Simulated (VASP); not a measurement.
Input of a VASP 6.6.1 run:

File INCAR:

```
  PREC = Accurate
  ENCUT = 350
  EDIFF = 1E-5
  ISMEAR = 0
  SIGMA = 0.03
  LREAL = Auto
  LASPH = True
  NELM = 120
  ALGO = Normal
  ISIF = 2
  LWAVE = False
  LCHARG = False
  ISPIN = 2
  MAGMOM = 1 0 0 0 0 0 0 0 0 0 0 0 0 0 0 0 0 0 0 0 0 0 0 0
  LORBIT = 11
  NUPDOWN = 1
  LMAXMIX = 4
  LDAU = True
  LDAUTYPE = 2
  LDAUL = 2 -1
  LDAUU = 5 0
  LDAUJ = 0 0
  LDAUPRINT = 1
  GGA = PS
  IBRION = 2
  NSW = 60
  EDIFFG = -0.03
  ISYM = 0
  KPAR = 2
```

File KPOINTS:

```
regular mesh
0
Gamma
  2 2 2
```

POSCAR

```
CuGe23
1.0
    0.0000000000      8.4863100000      8.4863100000
    5.6575400000      0.0000000000      5.6575400000
    5.6575400000      5.6575400000      0.0000000000
Cu Ge
1 23
Direct
   -0.0040660000      0.0045550000     -0.0071760000
   -0.0004080000      0.0040530000      0.4991910000
   -0.0018690000      0.5041390000     -0.0046620000
   -0.0038300000      0.4958470000      0.5029870000
    0.3362920000     -0.0100230000     -0.0003090000
    0.3316010000      0.0017690000      0.4981200000
    0.3336940000      0.4979430000     -0.0006170000
    0.3325810000      0.4954290000      0.5047620000
    0.6642700000     -0.0032430000      0.0051010000
    0.6662220000     -0.0100640000      0.5030700000
    0.6687160000      0.5042760000     -0.0000240000
    0.6654080000      0.4986440000      0.5085630000
    0.0840050000      0.1242480000      0.1254890000
    0.0812640000      0.1196070000      0.6256900000
    0.0821950000      0.6269350000      0.1242010000
    0.0848220000      0.6248110000      0.6243890000
    0.4144270000      0.1320840000      0.1243110000
    0.4133810000      0.1275170000      0.6235540000
    0.4172760000      0.6258180000      0.1276050000
    0.4178890000      0.6258210000      0.6319030000
    0.7527580000      0.1243250000      0.1221330000
    0.7495760000      0.1273830000      0.6164590000
    0.7476590000      0.6252130000      0.1261480000
    0.7503020000      0.6205190000      0.6239640000
```

Potentials or basis: VASP PAW PBE potentials, release 64 (Cu, Ge_d).

Command:

```console
$ cat potpaw_PBE.64/Cu/POTCAR potpaw_PBE.64/Ge_d/POTCAR > POTCAR
$ mpirun -np 4 vasp_std > vasp.out
```

(1) Predict the energy gained by relaxing.

## Answers

(1) 16.7 meV/atom.

Caveat: the k mesh is coarse (spacing up to 0.48 Å⁻¹), so the values aren't converged; the total moment is fixed, so each spin has its own Fermi level; the U is typed as a test and isn't derived for this compound.
